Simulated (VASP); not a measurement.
Energy against volume of AuAl$_{2}$ (fluorite). Method: SCAN meta-GGA, VASP's PBE PAW potentials (set 64) (plane waves; VASP). Run with 520 eV cut-off, 9×9×9 Γ-centred mesh, first-order Methfessel-Paxton smearing of 0.10 eV, potentials Al Au.

| V (Å³/atom) | E (eV/atom) |
|---|---|
| 16.595 | -28.92084 |
| 17.125 | -28.94359 |
| 17.654 | -28.95121 |
| 18.184 | -28.94603 |

**Question.** Fit these four points and predict the energy of the run at 18.713 Å³/atom.

**Answer.** A cubic in V^(−2/3), the third-order Birch-Murnaghan form, passes through the four points with V0 = 17.69 Å³/atom and B0 = 128 GPa, and gives -28.9300 eV/atom there. The run gave -28.9301 eV/atom, -0.1 meV/atom from the fit; all five points give B0 = 127 GPa.

The compound is AuAl2 in the fluorite structure. It was relaxed first.
